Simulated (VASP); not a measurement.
Computed with PBE GGA with D3 dispersion (zero damping), VASP's PBE PAW potentials (set 64) (plane waves; VASP 6.6.1).

A VASP calculation is set up with these files.

### KPOINTS
```
Automatic mesh
0
Gamma
8 8 8
0 0 0
```

### INCAR
```
SIGMA  =  0.05   ! width (eV)
EDIFF  =  1E-7
LMAXMIX  =  4
ALGO  =  Normal   ! blocked Davidson
LCHARG  =  F
ENCUT  =  520   ! plane-wave cut-off (eV)
ISIF  =  2   ! forces and stress, cell fixed
LWAVE  =  F
LASPH  =  T   ! aspherical one-centre terms
ISMEAR  =  0
LREAL  =  F
SYSTEM  =  GaAs
GGA  =  PE   ! PBE
NELM  =  100
IVDW  =  11
PREC  =  Accurate
```

File POSCAR:
```
GaAs
1
    0.0000000000     2.8541078778     2.8541078778
    2.8541078778     0.0000000000     2.8541078778
    2.8541078778     2.8541078778     0.0000000000
Ga As
1 1
Direct
  0.0000000000   0.0000000000   0.0000000000
  0.2500000000   0.2500000000   0.2500000000
```

POTCAR, in this order: Ga_d As (PBE.64 set). Program: vasp_std.

The resulting files:

**OSZICAR**
```
       N       E                     dE             d eps       ncg     rms          rms(c)
DAV:   1     0.786929598789E+02    0.78693E+02   -0.92005E+03   794   0.191E+03
DAV:   2    -0.233988951549E+01   -0.81033E+02   -0.78277E+02   819   0.321E+02
DAV:   3    -0.831874050598E+01   -0.59789E+01   -0.59548E+01   949   0.738E+01
DAV:   4    -0.841979681611E+01   -0.10106E+00   -0.10102E+00   880   0.109E+01
DAV:   5    -0.842157619403E+01   -0.17794E-02   -0.17793E-02   942   0.121E+00    0.282E+00
DAV:   6    -0.828324510998E+01    0.13833E+00   -0.25757E-01  1171   0.945E+00    0.170E+00
DAV:   7    -0.826560075001E+01    0.17644E-01   -0.69836E-02  1011   0.210E+00    0.559E-01
DAV:   8    -0.826638051022E+01   -0.77976E-03   -0.10263E-02   864   0.141E+00    0.960E-02
DAV:   9    -0.826678078914E+01   -0.40028E-03   -0.10719E-03   905   0.463E-01    0.549E-02
DAV:  10    -0.826684650874E+01   -0.65720E-04   -0.80580E-05  1001   0.100E-01    0.297E-02
DAV:  11    -0.826689999389E+01   -0.53485E-04   -0.84374E-05   804   0.785E-02    0.379E-03
DAV:  12    -0.826690035352E+01   -0.35963E-06   -0.14370E-06   932   0.192E-02    0.155E-03
DAV:  13    -0.826690079817E+01   -0.44465E-06   -0.59639E-07   809   0.661E-03    0.598E-04
DAV:  14    -0.826690077542E+01    0.22743E-07   -0.16215E-08   537   0.176E-03
   1 F= -.87026753E+01 E0= -.87026753E+01  d E =-.171686E-07
```

File OUTCAR:
```
------------------------ aborting loop because EDIFF is reached ----------------------------------------
 Edisp (eV)   -0.43577
  FORCE on cell =-STRESS in cart. coord.  units (eV):
  Direction    XX          YY          ZZ          XY          YZ          ZX
  --------------------------------------------------------------------------------------
  Total       0.00352     0.00352     0.00352    -0.00000     0.00000    -0.00000
  in kB       0.12116     0.12116     0.12116    -0.00000     0.00000    -0.00000
  external pressure =        0.12 kB  Pullay stress =        0.00 kB
  volume of cell :       46.50
      direct lattice vectors                 reciprocal lattice vectors
     0.000000000  2.854107878  2.854107878    -0.175186090  0.175186090  0.175186090
     2.854107878  0.000000000  2.854107878     0.175186090 -0.175186090  0.175186090
     2.854107878  2.854107878  0.000000000     0.175186090  0.175186090 -0.175186090
  FREE ENERGIE OF THE ION-ELECTRON SYSTEM (eV)
  ---------------------------------------------------
  free  energy   TOTEN  =        -8.7026753175 eV

  energy  without entropy=       -8.7026753004  energy(sigma->0) =       -8.70267531
```
(Selected blocks of OUTCAR.)

The compound is GaAs in the zinc blende structure. It was relaxed first.
